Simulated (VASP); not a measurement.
BH3, in a box:

```xyz
4
Lattice="11.0000 0.0000 0.0000 0.0000 11.0000 0.0000 0.0000 0.0000 11.0000" Properties=species:S:1:pos:R:3 pbc="T T T"
B     5.3680    5.7194    5.5579
H     6.3363    6.1162    6.1319
H     5.0779    4.5626    5.6061
H     4.6897    6.4794    4.9362
```

Program: VASP 6.6.1. Alike in all runs: task single point; no spin polarisation; cell as given; k mesh 1 × 1 × 1; smearing gaussian 0.01 eV.

Q: Order these runs on this cell by their band gap on the k mesh, lowest first.
A. level LDA; potentials or basis VASP PAW LDA potentials, release 64 (B, H); cutoff (eV) 520; further INCAR settings ALGO = Fast; EDIFF = 1e-06
B. level PBE0; potentials or basis VASP PAW PBE potentials, release 64 (B_s, H_s); cutoff (eV) 400; further INCAR settings ALGO = Normal; EDIFF = 1e-06; grid for exact exchange (PRECFOCK) Fast; exchange at q = 0 default
C. level PBE; potentials or basis VASP PAW PBE potentials, release 64 (B_h, H_h); cutoff (eV) 900; further INCAR settings ALGO = Normal; EDIFF = 1e-06
D. level r2SCAN; potentials or basis VASP PAW PBE potentials, release 64 (B, H); cutoff (eV) 520; further INCAR settings ALGO = Normal; EDIFF = 1e-06

A: A (5.10 eV), C (5.41 eV), D (6.27 eV), B (7.98 eV).

